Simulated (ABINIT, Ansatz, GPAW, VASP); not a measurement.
## F₂ (C2/c, 4 atoms in the cell) computed with different codes at matched settings

Self-consistent single point.

```yaml
crystal:
  lattice:
    - [2.55632, -1.58403, 0.00000]
    - [2.55632, 1.58403, 0.00000]
    - [-0.56211, 0.00000, 6.59771]
  atoms:
    - { symbol: F, position: [0.59583, 0.91533, 0.59796] }
    - { symbol: F, position: [0.40417, 0.08467, 0.40204] }
    - { symbol: F, position: [0.08467, 0.40417, 0.90204] }
    - { symbol: F, position: [0.91533, 0.59583, 0.09796] }
```

Shared settings, as Ansatz (a first-principles code) writes them: kpoints.mp_grid.grid = 1 1 1; scf.occupations.method = fixed. Potentials and cutoffs stand in the table.

```json
[
 {"code": "ABINIT", "model": "PBEsol, norm-conserving pseudopotentials (PseudoDojo nc-sr-04 PBEsol standard)", "pressure (GPa)": "25.58", "largest force (eV/Å)": "2.629", "cutoff": "42 Ha"},
 {"code": "Ansatz", "model": "PBEsol, default PAW files made with PBE", "pressure (GPa)": "24.26", "largest force (eV/Å)": "2.614", "cutoff": "default"},
 {"code": "VASP", "model": "PBEsol, VASP's PBE PAW potentials (set 64)", "pressure (GPa)": "10.84", "largest force (eV/Å)": "2.325", "cutoff": "400 eV"},
 {"code": "GPAW", "model": "PBEsol, GPAW PAW datasets PBEsol (made by gpaw-setup)", "pressure (GPa)": "–", "largest force (eV/Å)": "2.561", "cutoff": "900 eV"}
]
```

A dash marks a value that a program does not give, or that is left out as unsure.

The spread over the programs that give each value: pressure within 14.74 GPa; largest force within 0.304 eV/Å.

Ansatz's pressure is given at a fixed set of plane waves, as the other plane-wave codes print theirs; with its correction for the finite basis it is 25.69 GPa (the shift of 1.43 GPa shows how far the cutoff is from converged). The pressure of GPAW is left out: its cutoff lies under the one at which its stress was checked. In the force vectors, VASP (by 0.331) lies more than 0.08 eV/Å from the median of the plane-wave programs.

On the base mesh (10 10 4) the same programs gave: ABINIT pressure 0.30 GPa; Ansatz pressure -0.83 GPa, gap on the mesh 2.656 eV; VASP pressure -14.04 GPa.

The values differ from the base mesh's, so the mesh still matters here: the table compares the programs at equal settings.

VASP's run is marked for a possible Pulay error in its stress at this cutoff; no cutoff test was made.

VASP ran the fixed occupations as a Gaussian smearing of 0.01 eV.

The starting cell comes from a database of computed structures (which also holds hypothetical and non-ambient phases and stackings), without a prior relaxation at this level.

Left out of this page: Quantum ESPRESSO, FLEUR and SIESTA (not drawn, or without a comparable value); CP2K (on another mesh).

Keys are those of Ansatz 0.2.
